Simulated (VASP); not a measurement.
VASP runs on PbI2 (1T layered) share one base input (PBE GGA, plane waves, VASP's PBE PAW potentials (set 64)) and change the settings named in each case.

File KPOINTS:
```
kpoints
0
G
  6 6 4
```

### POSCAR
```
PbI2
1
    2.2800000000    -3.9490760000     0.0000000000
    2.2800000000     3.9490760000     0.0000000000
    0.0000000000     0.0000000000     6.9800000000
Pb I
1 2
Direct
  0.0000000000   0.0000000000   0.0000000000
  0.3333330000   0.6666670000   0.2680000000
  0.6666670000   0.3333330000   0.7320000000
```

**INCAR**
```
# general
SYSTEM =PbI2
PREC   =Accurate
ENCUT  =400   # plane-wave cut-off (eV)
LREAL  =F
LASPH  =T   # aspherical one-centre terms

# electronic loop
EDIFF  =1E-6
NELM   =100
ALGO   =Normal
LMAXMIX=4

# smearing
ISMEAR =0
SIGMA  =0.05   # width (eV)

# functional
GGA    =PE   # PBE

# ions
ISIF   =2   # forces and stress, cell fixed

# output
LWAVE  =F
LCHARG =F
```

POTCAR, in this order: Pb_d I (PBE.64 set). Program: vasp_std.

| change | E(σ→0) (eV/atom) | −TS (eV) |
|---|---|---|
| base run | -2.8531 | 0.0000 |
| ISMEAR = 2, SIGMA = 0.02 | -2.8531 | 0.0000 |
| ISMEAR = 2, SIGMA = 0.1 | -2.8531 | 0.0001 |
| ISMEAR = 1, SIGMA = 0.01 | -2.8531 | 0.0000 |
| SIGMA = 0.2 | -2.8531 | 0.0000 |
| ISMEAR = 2, SIGMA = 0.5 | [?] | [?] |
| ISMEAR = 1, SIGMA = 0.02 | -2.8531 | 0.0000 |
| ISMEAR = -5, SIGMA removed | -2.8531 | 0.0000 |
| ISMEAR = -4, SIGMA removed | -2.8531 | 0.0000 |

### Question
Fill in the missing entries.

### Answer

- ISMEAR = 2, SIGMA = 0.5, E(σ→0) (eV/atom): -2.8508
- ISMEAR = 2, SIGMA = 0.5, −TS (eV): 0.0234

Unless said otherwise, spin-orbit coupling is left out, though it shifts the bands of the heavy elements here.

Left out are runs that ran out of time, are held back, or changed the cell or the kind of run, fixed moments of cells without a moment, rows past the twelfth, gaps on odd meshes, pressures of charged cells and columns that move by less than the noise.

The compound is PbI2 in the 1T layered structure. The cell was not relaxed at this level.
